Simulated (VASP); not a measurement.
Cost and result of VASP (PAW) for the band gap of CaSe (rock salt). Gaps are without spin-orbit coupling. Each level names its cell: its own relaxed one, PBE's, or the starting one. A gap is the smallest over the k-mesh and a band path; hybrids may have named points in place of the path, and GW has the mesh alone. The cost counts the self-consistent run with its band path or extra points (for GW, with the PBE run and the diagonalisation ahead of it), each on the mesh and cut-off of its row, so the ratios hold those differences too. With PBEsol it took about 30 core-seconds. The timings are rough (shared machines, no repeats); factors under 2 mean little.

Measured: 3.85 eV (as given by Abedi et al., (2022), arXiv:2211.14644).

```csv
level,k-mesh,cut-off (eV),band gap (eV),error (eV),cost over PBEsol
PBE-D3 (zero damping) (own cell),9×9×9,520,2.02,-1.83,within a factor of 2
revPBE (own cell),9×9×9,520,2.23,-1.62,within a factor of 2
LDA (own cell),9×9×9,520,1.71,-2.14,within a factor of 2
PBEsol (own cell),9×9×9,520,1.88,-1.97,reference
vdW-DF2 (own cell),9×9×9,520,2.21,-1.64,within a factor of 2
TPSS (own cell),9×9×9,520,?,?,?
B3LYP (PBE cell),6×6×6,520,?,?,?
```

Q: Complete the blanks.

A: 
- TPSS (own cell), band gap (eV): 2.16
- TPSS (own cell), error (eV): -1.69
- TPSS (own cell), cost over PBEsol: about 4 times
- B3LYP (PBE cell), band gap (eV): 3.51
- B3LYP (PBE cell), error (eV): -0.34
- B3LYP (PBE cell), cost over PBEsol: about 30 times

Left out are levels that failed, ran on another kind of processor or have no fit band path; at most nine are shown.

The compound is CaSe in the rock salt structure.
